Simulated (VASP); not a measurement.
These are r2SCAN meta-GGA, VASP's PBE PAW potentials (set 64) (plane waves; VASP 6.6.1) values and carry that method's errors.

The input files of a VASP run:

### INCAR
```
SYSTEM = ZnO
PREC = Normal
ENCUT = 450
EDIFF = 1E-5
NELM = 100
ALGO = Normal
LREAL = .FALSE.
LASPH = .TRUE.
ISMEAR = 0
SIGMA = 0.05
METAGGA = R2SCAN
LMIXTAU = .TRUE.
LMAXMIX = 4
LWAVE = .FALSE.
LCHARG = .FALSE.
NELMIN = 4
IBRION = 2
ISIF = 2
NSW = 20
EDIFFG = -0.03
```

**POSCAR**
```
ZnO
1.0
  3.2476660669   0.0000000000   0.0000000000
 -1.6238330335   2.8125617537   0.0000000000
  0.0000000000   0.0000000000   5.2118507102
Zn O
2 2
Cartesian
 -0.0000016239   1.8750421067   0.0000000000
  1.6238346573   0.9375196470   2.6059253551
 -0.0000016239   1.8750421067   1.9909269713
  1.6238346573   0.9375196470   4.5968523264
```

### KPOINTS
```
Automatic mesh
0
Gamma
10 10 6
0 0 0
```

POTCAR, in this order: Zn O (PBE.64 set). Program: vasp_std.

Output of the run:

File OSZICAR:
```
       N       E                     dE             d eps       ncg     rms          rms(c)
DAV:   1     0.252981249271E+03    0.25298E+03   -0.17930E+04  2464   0.223E+03
DAV:   2    -0.181461869440E+02   -0.27113E+03   -0.26041E+03  2650   0.424E+02
DAV:   3    -0.461259017969E+02   -0.27980E+02   -0.27808E+02  2920   0.150E+02
DAV:   4    -0.465959386175E+02   -0.47004E+00   -0.46974E+00  2650   0.208E+01
DAV:   5    -0.465991770343E+02   -0.32384E-02   -0.32382E-02  2956   0.166E+00    0.147E+01
DAV:   6    -0.378654879011E+02    0.87337E+01   -0.75758E+00  4156   0.731E+01    0.102E+01
DAV:   7    -0.357461265537E+02    0.21194E+01   -0.31083E+00  2464   0.171E+01    0.519E+00
DAV:   8    -0.389957602163E+02   -0.32496E+01   -0.89817E-01  3044   0.225E+01    0.133E+00
DAV:   9    -0.357677193879E+02    0.32280E+01   -0.88806E-01  3016   0.189E+01    0.114E+00
DAV:  10    -0.363004239737E+02   -0.53270E+00   -0.32544E-01  2464   0.583E+00    0.254E-01
DAV:  11    -0.363014765897E+02   -0.10526E-02   -0.95435E-03  3094   0.100E+00    0.400E-01
DAV:  12    -0.363140942590E+02   -0.12618E-01   -0.18223E-03  2918   0.129E+00    0.206E-01
DAV:  13    -0.363099165701E+02    0.41777E-02   -0.23199E-02  2488   0.604E+00    0.103E+00
DAV:  14    -0.363213238724E+02   -0.11407E-01   -0.63630E-03  2744   0.128E+00    0.107E+00
DAV:  15    -0.363242165198E+02   -0.28926E-02   -0.21464E-03  2504   0.448E-01    0.104E+00
DAV:  16    -0.363256322144E+02   -0.14157E-02   -0.46731E-04  2476   0.247E-01    0.101E+00
DAV:  17    -0.363250551083E+02    0.57711E-03   -0.11478E-03  2848   0.116E+00    0.741E-01
DAV:  18    -0.363244586904E+02    0.59642E-03   -0.74025E-04  3220   0.971E-01    0.483E-01
DAV:  19    -0.363242822542E+02    0.17644E-03   -0.80618E-04  3792   0.756E-01    0.257E-01
DAV:  20    -0.363242779995E+02    0.42546E-05   -0.26352E-04  2966   0.151E-01    0.206E-01
DAV:  21    -0.363242868227E+02   -0.88232E-05   -0.70572E-06  1238   0.594E-02
   1 F= -.36324287E+02 E0= -.36324287E+02  d E =-.363243E+02
```

File OUTCAR:
```
------------------------ aborting loop because EDIFF is reached ----------------------------------------
  FORCE on cell =-STRESS in cart. coord.  units (eV):
  Direction    XX          YY          ZZ          XY          YZ          ZX
  --------------------------------------------------------------------------------------
  Total       -0.6117814     -0.6117816     -0.6632873      0.0000000     -0.0000000      0.0000000
  in kB      -20.5892935    -20.5892999    -22.3227087      0.0000000     -0.0000000      0.0000000
  external PRESSURE =     -21.1671007 kB  Pullay stress =       0.0000000 kB
  volume of cell :       47.61
      direct lattice vectors                 reciprocal lattice vectors
     3.247666067  0.000000000  0.000000000     0.307913431  0.177773874  0.000000000
    -1.623833033  2.812561754  0.000000000     0.000000000  0.355547749  0.000000000
     0.000000000  0.000000000  5.211850710     0.000000000  0.000000000  0.191870423
  FREE ENERGIE OF THE ION-ELECTRON SYSTEM (eV)
  ---------------------------------------------------
  free  energy   TOTEN  =       -36.3242868227 eV

  energy  without entropy=      -36.3242868227  energy(sigma->0) =      -36.32428682

 reached required accuracy - stopping structural energy minimisation
```
(Selected blocks of OUTCAR.)

At this cut-off the stress carries a Pulay error, which pulls relaxed volumes low.

The compound is ZnO in the wurtzite structure. It was relaxed first.
